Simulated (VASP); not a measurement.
Level of theory: optB86b-vdW, VASP's PBE PAW potentials (set 64) (plane waves; VASP).

VASP input:

INCAR:
```
SYSTEM = CdSe
PREC = Accurate; ENCUT = 520; LREAL = F
LASPH = T
EDIFF = 1E-7; NELM = 100; ALGO = Normal
LMAXMIX = 4
ISMEAR = 0; SIGMA = 0.05
GGA = MK; LUSE_VDW = T; AGGAC = 0.0
PARAM1 = 0.1234; PARAM2 = 1.0
ISIF = 2
LWAVE = F; LCHARG = F
```

POSCAR:
```
CdSe
1
    0.0000000000     3.1048515091     3.1048515091
    3.1048515091     0.0000000000     3.1048515091
    3.1048515091     3.1048515091     0.0000000000
Cd Se
1 1
Direct
  0.0000000000   0.0000000000   0.0000000000
  0.2500000000   0.2500000000   0.2500000000
```

**KPOINTS**
```
Automatic mesh
0
Gamma
8 8 8
0 0 0
```

POTCAR, in this order: Cd Se (PBE.64 set). Program: vasp_std.

Question: What does the run give for the energy per atom (σ→0), pressure, band gap (on the k-mesh)?

Answer: 
```
Property                           Value
------------------------  --------------
energy per atom (σ→0)     -0.338 eV/atom
band gap (on the k-mesh)         0.37 eV
pressure                       -1.34 GPa
```

OSZICAR:
```
...
DAV:   8    -0.676751686920E+00   -0.48000E-03   -0.12365E-02   784   0.163E+00    0.220E-01
DAV:   9    -0.676829452740E+00   -0.77766E-04   -0.17671E-03   854   0.600E-01    0.459E-02
DAV:  10    -0.676875393668E+00   -0.45941E-04   -0.19092E-04   809   0.201E-01    0.431E-02
DAV:  11    -0.676904836504E+00   -0.29443E-04   -0.57583E-05   764   0.682E-02    0.155E-02
DAV:  12    -0.676903836168E+00    0.10003E-05   -0.56615E-06   837   0.326E-02    0.388E-03
DAV:  13    -0.676904057045E+00   -0.22088E-06   -0.11736E-06   769   0.791E-03    0.293E-03
DAV:  14    -0.676904046640E+00    0.10405E-07   -0.89073E-08   617   0.244E-03
   1 F= -.67690405E+00 E0= -.67690405E+00  d E =-.228195E-09
```

The compound is CdSe in the zinc blende structure, whereas wurtzite is the usual form. This cell is one point of a volume scan, at 1.03 of the reference volume.
